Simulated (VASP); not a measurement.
Input:

```xyz
3
Lattice="1.5863 -2.7476 0.0000 1.5863 2.7476 0.0000 0.0000 0.0000 3.5437" Properties=species:S:1:pos:R:3 pbc="T T T"
Zr     0.0000     0.0000     0.0000
B      1.5863     0.9159     1.7719
B      1.5863    -0.9159     1.7719
```

Computed with PBE GGA, VASP's PBE PAW potentials (set 64) (plane waves; VASP). Settings: 620 eV cut-off, 11×11×9 Γ-centred mesh, first-order Methfessel-Paxton smearing of 0.10 eV, potentials Zr_sv B.

Energy and stress use the plane-wave basis of the starting cell.

The ions, cell shape and volume at an external pressure of 5.0 GPa are relaxed. Give the cell that the relaxation ends in.

```xyz
3
Lattice="1.5753 -2.7285 0.0000 1.5753 2.7285 0.0000 0.0000 0.0000 3.5194" Properties=species:S:1:pos:R:3 pbc="T T T"
Zr     0.0000     0.0000     0.0000
B      1.5753     0.9095     1.7597
B      1.5753    -0.9095     1.7597
```
Space group P6/mmm (191), at a tolerance of 0.03 Å.

How do energy and volume change from the first to the last step?

The energy (σ→0) changes by +3.1 meV/atom and the volume by -2.1 %, in 3 ionic steps.

The compound is ZrB2 in the AlB2 type structure. This run relaxes it under an external pressure of 5 GPa. Symmetry was kept, so distortions that lower it aren't found.
